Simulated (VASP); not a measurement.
An input for Ansatz (written as the equivalent of a VASP run, and not itself run):

Ansatz 0.2 input:
```yaml
crystal:
  lattice:
    - [0.0000000, 3.3372000, 3.3372000]
    - [3.3372000, 0.0000000, 3.3372000]
    - [3.3372000, 3.3372000, 0.0000000]
  atoms:
    - { symbol: Ta, position: [0.0000000, 0.0000000, 0.0000000] }
    - { symbol: Sb, position: [0.5000000, 0.5000000, 0.5000000] }
kpoints:
  mp_grid: { grid: [9, 9, 9] }
hamiltonian:
  xc: pbesol
  pseudopotentials: { kind: paw }
scf:
  occupations: { method: methfessel_paxton, width: 0.1 }
  max_iter: 100
relax:
  max_steps: 60
  f_tol: 0.01
  cell: {}
output: { forces: true, stress: true, eigenvalues: true }
```

Write the VASP files for the same calculation (PBEsol).

One answer among several that fit: 
### POSCAR
```
TaSb
1.0
  0.0000000000   3.3372000000   3.3372000000
  3.3372000000   0.0000000000   3.3372000000
  3.3372000000   3.3372000000   0.0000000000
Ta Sb
1 1
Cart
  0.0000000000   0.0000000000   0.0000000000
  3.3372000000   3.3372000000   3.3372000000
```

### INCAR
```
ALGO = Normal
EDIFF = 1E-6
EDIFFG = -0.01
ENCUT = 400
GGA = PS
IBRION = 2
ISIF = 3
ISMEAR = 1
LASPH = .TRUE.
LCHARG = .FALSE.
LMAXMIX = 6
LREAL = .FALSE.
LWAVE = .FALSE.
NELM = 100
NSW = 60
PREC = Accurate
SIGMA = 0.1
SYSTEM = TaSb
```

KPOINTS:
```
Automatic mesh
0
Gamma
9 9 9
0 0 0
```

POTCAR, in this order: Ta_pv Sb (PBE.64 set). Program: vasp_std.

What does not carry over: each code has its own PAW files, so the cut-off isn't converted (ENCUT is set for VASP's; basis.ecutwfc is left out, and Ansatz then takes the one that its files recommend); Ansatz stops its SCF on the density residual and VASP on the energy change (EDIFF).

The structure was generated: TaSb was put into the rock salt type (Fm-3m), which need not be its known phase. This run relaxes it. Symmetry was kept, so distortions that lower it aren't found.
